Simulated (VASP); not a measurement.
CoSi (B20) is relaxed at rising pressure, each step from the one before. Symmetry mostly holds the structure type, and other phases were not tried. The mesh follows the cell, and a change of mesh leaves a small step in the series.

Input:

```
CELL_PARAMETERS angstrom
      4.38694     0.00000     0.00000
      0.00000     4.38694     0.00000
      0.00000     0.00000     4.38694
ATOMIC_POSITIONS crystal
  Co 0.85441 0.64559 0.35441
  Co 0.35441 0.85441 0.64559
  Co 0.14559 0.14559 0.14559
  Co 0.64559 0.35441 0.85441
  Si 0.15668 0.34332 0.65668
  Si 0.65668 0.15668 0.34332
  Si 0.84332 0.84332 0.84332
  Si 0.34332 0.65668 0.15668
```

All values below come from PBEsol GGA, VASP's PBE PAW potentials (set 64) (plane waves; VASP). Numerical set-up: 500 eV cut-off, 7×7×7 Γ-centred mesh, first-order Methfessel-Paxton smearing of 0.10 eV, potentials Co Si.

| P (GPa) | V (Å³/atom) | H − H(0) (eV/atom) | space group | gap on the mesh (eV) | k-mesh |
|---|---|---|---|---|---|
| 0 | 10.55 | 0.000 | P2_13 | 0.00 | 7×7×7 |
| 5 | 10.34 | 0.326 | P2_13 | 0.00 | 7×7×7 |
| 10 | 10.16 | 0.646 | P2_13 | 0.00 | 7×7×7 |
| 20 | 9.84 | 1.270 | P2_13 | 0.00 | 7×7×7 |
| 30 | 9.56 | 1.875 | P2_13 | 0.00 | 7×7×7 |
| 45 | 9.21 | 2.753 | P2_13 | 0.00 | 7×7×7 |

Pressures at which the relaxation failed are left out.

The compound is CoSi in the B20 structure. The run is not spin-polarised, so no magnetic state was tried.
